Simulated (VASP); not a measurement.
Data:

```
V
1.0
   -1.48545     1.48545     1.48545
    1.48545    -1.48545     1.48545
    1.48545     1.48545    -1.48545
V
1
Cartesian
  0.00000   0.00000   0.00000
```

These are optB86b-vdW, VASP's PBE PAW potentials (set 64) (plane waves; VASP) values and carry that method's errors. Settings: 520 eV cut-off, Gaussian smearing of 0.050 eV, potentials V_sv.

Give the energies of bands 5 to 9 at the high-symmetry points, in eV from the Fermi level.

```csv
band,Γ,H,N,P
5,-6.60,-3.10,-3.25,-1.13
6,0.41,-3.10,-1.19,-1.13
7,0.41,3.84,1.80,-1.13
8,0.41,3.84,2.50,2.93
9,2.49,3.84,2.87,2.93
```

It has no gap at this level: it comes out as a metal or semimetal.

The compound is V in the bcc structure. It was relaxed first, which changed the volume by -6 %. The run is not spin-polarised, so no magnetic state was tried.
